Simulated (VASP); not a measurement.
These are r2SCAN meta-GGA, VASP's PBE PAW potentials (set 64) (plane waves; VASP 6.6.1) values and carry that method's errors.

A VASP calculation is set up with these files.

### POSCAR
```
Se
1
    1.9878498359    -3.4430568896     0.0000000000
    1.9878498359     3.4430568896     0.0000000000
    0.0000000000     0.0000000000     5.0841240387
Se
3
Direct
  0.0000000000   0.2476207581   0.6666670000
  0.7523792419   0.7523792419   0.0000000000
  0.2476207581   0.0000000000   0.3333330000
```

### INCAR
```
ALGO = Normal
EDIFF = 1E-6
EDIFFG = -0.02
ENCUT = 500
IBRION = 2
ISIF = 3
ISMEAR = 0
LASPH = .TRUE.
LCHARG = .FALSE.
LMAXMIX = 4
LMIXTAU = .TRUE.
LREAL = .FALSE.
LWAVE = .FALSE.
METAGGA = R2SCAN
NELM = 100
NSW = 40
PREC = Accurate
PSTRESS = 100
SIGMA = 0.05
SYSTEM = Se
```

### KPOINTS
```
Automatic mesh
0
Gamma
7 7 5
0 0 0
```

POTCAR, in this order: Se (PBE.64 set). Program: vasp_std.

What VASP printed:

File OSZICAR:
```
...
DAV:   2    -0.423572658344E+02    0.19413E+00   -0.42378E-01   837   0.500E+00    0.219E+00
DAV:   3    -0.422645617313E+02    0.92704E-01   -0.29645E-01   847   0.355E+00    0.638E-01
DAV:   4    -0.422682271656E+02   -0.36654E-02   -0.61021E-03   947   0.765E-01    0.479E-01
DAV:   5    -0.422597265439E+02    0.85006E-02   -0.65237E-03   837   0.874E-01    0.365E-02
DAV:   6    -0.422667838255E+02   -0.70573E-02   -0.88825E-03   832   0.111E+00    0.383E-02
DAV:   7    -0.422679161899E+02   -0.11324E-02   -0.23254E-04   887   0.165E-01    0.337E-02
DAV:   8    -0.422679299688E+02   -0.13779E-04   -0.15361E-06   940   0.124E-02    0.326E-02
DAV:   9    -0.422684803885E+02   -0.55042E-03   -0.24967E-04   832   0.193E-01    0.224E-02
DAV:  10    -0.422684819541E+02   -0.15656E-05   -0.11901E-05   957   0.351E-02    0.159E-02
DAV:  11    -0.422684826922E+02   -0.73808E-06   -0.31335E-06   824   0.173E-02
   2 F= -.38371035E+02 E0= -.38371035E+02  d E =0.116346E-01
       N       E                     dE             d eps       ncg     rms          rms(c)
DAV:   1    -0.426322424607E+02   -0.36376E+00   -0.33082E+00   842   0.117E+01    0.204E+00
DAV:   2    -0.425878795791E+02    0.44363E-01   -0.12154E-01   837   0.259E+00    0.108E+00
DAV:   3    -0.425629970079E+02    0.24883E-01   -0.77604E-02   847   0.183E+00    0.236E-01
DAV:   4    -0.425646218099E+02   -0.16248E-02   -0.20027E-03   912   0.437E-01    0.180E-01
DAV:   5    -0.425619775943E+02    0.26442E-02   -0.13535E-03   867   0.378E-01    0.350E-02
DAV:   6    -0.425645233036E+02   -0.25457E-02   -0.15091E-03   837   0.404E-01    0.172E-02
DAV:   7    -0.425646401610E+02   -0.11686E-03   -0.34692E-05   962   0.624E-02    0.144E-02
DAV:   8    -0.425646311834E+02    0.89776E-05   -0.31382E-06   808   0.193E-02    0.104E-02
DAV:   9    -0.425646786470E+02   -0.47464E-04   -0.32997E-05   832   0.628E-02    0.314E-03
DAV:  10    -0.425646818588E+02   -0.32117E-05   -0.28769E-06   711   0.171E-02    0.207E-03
DAV:  11    -0.425646817431E+02    0.11563E-06   -0.34080E-07   416   0.608E-03
   3 F= -.38441024E+02 E0= -.38441024E+02  d E =-.583550E-01
       N       E                     dE             d eps       ncg     rms          rms(c)
DAV:   1    -0.425331588915E+02    0.31523E-01   -0.18533E+00   832   0.865E+00    0.817E-01
DAV:   2    -0.425353005285E+02   -0.21416E-02   -0.79988E-02   967   0.212E+00    0.356E-01
DAV:   3    -0.425328741153E+02    0.24264E-02   -0.50227E-03   912   0.491E-01    0.172E-01
DAV:   4    -0.425325094048E+02    0.36471E-03   -0.22699E-03   912   0.360E-01    0.654E-02
DAV:   5    -0.425323314974E+02    0.17791E-03   -0.56068E-04   842   0.244E-01    0.338E-02
DAV:   6    -0.425324919391E+02   -0.16044E-03   -0.68107E-04   832   0.259E-01    0.183E-02
DAV:   7    -0.425326438041E+02   -0.15187E-03   -0.93578E-05   842   0.930E-02    0.306E-03
DAV:   8    -0.425326459667E+02   -0.21626E-05   -0.33196E-06   962   0.205E-02    0.200E-03
DAV:   9    -0.425326476037E+02   -0.16370E-05   -0.14539E-06   431   0.131E-02    0.982E-04
DAV:  10    -0.425326476549E+02   -0.51216E-07   -0.39104E-07   416   0.628E-03
   4 F= -.38468821E+02 E0= -.38468821E+02  d E =-.277969E-01
       N       E                     dE             d eps       ncg     rms          rms(c)
DAV:   1    -0.423891693352E+02    0.14348E+00   -0.15435E+01   832   0.252E+01    0.223E+00
DAV:   2    -0.424012256438E+02   -0.12056E-01   -0.66686E-01   972   0.613E+00    0.101E+00
DAV:   3    -0.423819547882E+02    0.19271E-01   -0.45940E-02   897   0.151E+00    0.412E-01
DAV:   4    -0.423798263837E+02    0.21284E-02   -0.15493E-02   907   0.943E-01    0.209E-01
DAV:   5    -0.423782765196E+02    0.15499E-02   -0.41137E-03   837   0.660E-01    0.894E-02
DAV:   6    -0.423790767435E+02   -0.80022E-03   -0.56924E-03   832   0.763E-01    0.545E-02
DAV:   7    -0.423806982492E+02   -0.16215E-02   -0.97354E-04   832   0.310E-01    0.903E-03
DAV:   8    -0.423807090770E+02   -0.10828E-04   -0.25229E-05   957   0.561E-02    0.471E-03
DAV:   9    -0.423807223833E+02   -0.13306E-04   -0.11638E-05   842   0.372E-02    0.283E-03
DAV:  10    -0.423807235668E+02   -0.11835E-05   -0.12187E-06   451   0.118E-02    0.164E-03
DAV:  11    -0.423807239495E+02   -0.38271E-06   -0.17966E-07   416   0.462E-03
   5 F= -.38490041E+02 E0= -.38490041E+02  d E =-.490170E-01
       N       E                     dE             d eps       ncg     rms          rms(c)
DAV:   1    -0.424242937464E+02   -0.43570E-01   -0.87399E-01   832   0.597E+00    0.569E-01
DAV:   2    -0.424263898136E+02   -0.20961E-02   -0.39078E-02   957   0.148E+00    0.274E-01
DAV:   3    -0.424253668068E+02    0.10230E-02   -0.19257E-03   932   0.311E-01    0.140E-01
DAV:   4    -0.424251209230E+02    0.24588E-03   -0.11040E-03   867   0.250E-01    0.400E-02
DAV:   5    -0.424250491309E+02    0.71792E-04   -0.22851E-04   867   0.157E-01    0.233E-02
DAV:   6    -0.424251538224E+02   -0.10469E-03   -0.16270E-04   832   0.128E-01    0.745E-03
DAV:   7    -0.424251698640E+02   -0.16042E-04   -0.12287E-05   862   0.343E-02    0.198E-03
DAV:   8    -0.424251687455E+02    0.11185E-05   -0.12734E-06   521   0.126E-02    0.105E-03
DAV:   9    -0.424251702927E+02   -0.15472E-05   -0.42506E-07   416   0.701E-03    0.461E-04
DAV:  10    -0.424251703720E+02   -0.79303E-07   -0.54261E-08   416   0.238E-03
   6 F= -.38492694E+02 E0= -.38492694E+02  d E =-.516699E-01
       N       E                     dE             d eps       ncg     rms          rms(c)
DAV:   1    -0.424827133638E+02   -0.57543E-01   -0.27274E-01   847   0.344E+00    0.575E-01
DAV:   2    -0.424810898450E+02    0.16235E-02   -0.83417E-03   897   0.688E-01    0.278E-01
DAV:   3    -0.424797930568E+02    0.12968E-02   -0.42409E-03   852   0.467E-01    0.561E-02
DAV:   4    -0.424799680828E+02   -0.17503E-03   -0.26546E-04   832   0.178E-01    0.433E-02
DAV:   5    -0.424798625630E+02    0.10552E-03   -0.14978E-04   842   0.123E-01    0.914E-03
DAV:   6    -0.424799944774E+02   -0.13191E-03   -0.73361E-05   852   0.837E-02    0.223E-03
DAV:   7    -0.424799976201E+02   -0.31427E-05   -0.34783E-06   972   0.185E-02    0.126E-03
DAV:   8    -0.424799987928E+02   -0.11728E-05   -0.66825E-07   441   0.859E-03    0.563E-04
DAV:   9    -0.424799986366E+02    0.15627E-06   -0.12025E-07   416   0.353E-03
   7 F= -.38491553E+02 E0= -.38491553E+02  d E =0.114111E-02
       N       E                     dE             d eps       ncg     rms          rms(c)
DAV:   1    -0.424497158771E+02    0.30283E-01   -0.97134E-02   847   0.207E+00    0.344E-01
DAV:   2    -0.424491279021E+02    0.58798E-03   -0.29298E-03   922   0.409E-01    0.167E-01
DAV:   3    -0.424486978868E+02    0.43002E-03   -0.14826E-03   842   0.276E-01    0.345E-02
DAV:   4    -0.424487557093E+02   -0.57822E-04   -0.91756E-05   842   0.105E-01    0.262E-02
DAV:   5    -0.424487275875E+02    0.28122E-04   -0.60318E-05   842   0.790E-02    0.522E-03
DAV:   6    -0.424487796293E+02   -0.52042E-04   -0.28556E-05   842   0.529E-02    0.139E-03
DAV:   7    -0.424487810803E+02   -0.14510E-05   -0.11666E-06   601   0.109E-02    0.710E-04
DAV:   8    -0.424487808048E+02    0.27551E-06   -0.26356E-07   416   0.487E-03
   8 F= -.38493693E+02 E0= -.38493693E+02  d E =-.999280E-03
       N       E                     dE             d eps       ncg     rms          rms(c)
DAV:   1    -0.424458541376E+02    0.29269E-02   -0.36052E-02   832   0.122E+00    0.974E-02
DAV:   2    -0.424457510073E+02    0.10313E-03   -0.10622E-03  1002   0.235E-01    0.525E-02
DAV:   3    -0.424457870245E+02   -0.36017E-04   -0.23466E-04   862   0.141E-01    0.162E-02
DAV:   4    -0.424457854728E+02    0.15517E-05   -0.35668E-05   927   0.609E-02    0.730E-03
DAV:   5    -0.424457980498E+02   -0.12577E-04   -0.15823E-05   837   0.422E-02    0.478E-03
DAV:   6    -0.424457982698E+02   -0.22005E-06   -0.36905E-06   837   0.211E-02
   9 F= -.38494289E+02 E0= -.38494289E+02  d E =-.595123E-03
```

**OUTCAR**
```
------------------------ aborting loop because EDIFF is reached ----------------------------------------
  FORCE on cell =-STRESS in cart. coord.  units (eV):
  Direction    XX          YY          ZZ          XY          YZ          ZX
  --------------------------------------------------------------------------------------
  Total        3.8935607      3.8935606      3.9802086      0.0000000      0.0000000      0.0000000
  in kB       98.5334975     98.5334951    100.7262775      0.0000000      0.0000000      0.0000000
  external PRESSURE =      -0.7355766 kB  Pullay stress =     100.0000000 kB
  volume of cell :       63.31
      direct lattice vectors                 reciprocal lattice vectors
     1.892765618 -3.278366177  0.000000000     0.264163716 -0.152514995  0.000000000
     1.892765618  3.278366177 -0.000000000     0.264163716  0.152514995 -0.000000000
     0.000000000  0.000000000  5.101399552     0.000000000  0.000000000  0.196024638
 POSITION                                       TOTAL-FORCE (eV/Angst)
 -----------------------------------------------------------------------------------
      2.38984     -2.41740      3.40093        -0.008714     -0.015093      0.000000
      2.79137      0.00000      0.00000         0.017428     -0.000000     -0.000000
      2.38984      2.41740      1.70046        -0.008714      0.015093     -0.000000
 -----------------------------------------------------------------------------------
    total drift:                               -0.000249     -0.000425      0.000012
  FREE ENERGIE OF THE ION-ELECTRON SYSTEM (eV)
  ---------------------------------------------------
  free  energy   TOTEN  =       -42.4457982698 eV

  energy  without entropy=      -42.4457982698  energy(sigma->0) =      -42.44579827
  enthalpy is  TOTEN    =       -38.4942885736 eV   P V=        3.9515096962

 reached required accuracy - stopping structural energy minimisation
```
(Selected blocks of OUTCAR.)

CONTCAR:
```
Se
   1.00000000000000
     1.8927656184304451   -3.2783661770520149    0.0000000000000000
     1.8927656184304451    3.2783661770520149   -0.0000000000000000
     0.0000000000000000    0.0000000000000000    5.1013995522235804
  Se
     3
Direct
     0.9999999999999758    0.2626204949020848    0.6666669999999968
     0.7373795050979396    0.7373795050979396    0.0000000000000000
     0.2626204949020848    0.9999999999999758    0.3333330000000032
```

Energy and stress use the plane-wave basis of the starting cell.

The compound is Se in the trig structure. This run relaxes it under an external pressure of 10 GPa. Symmetry was kept, so distortions that lower it aren't found.
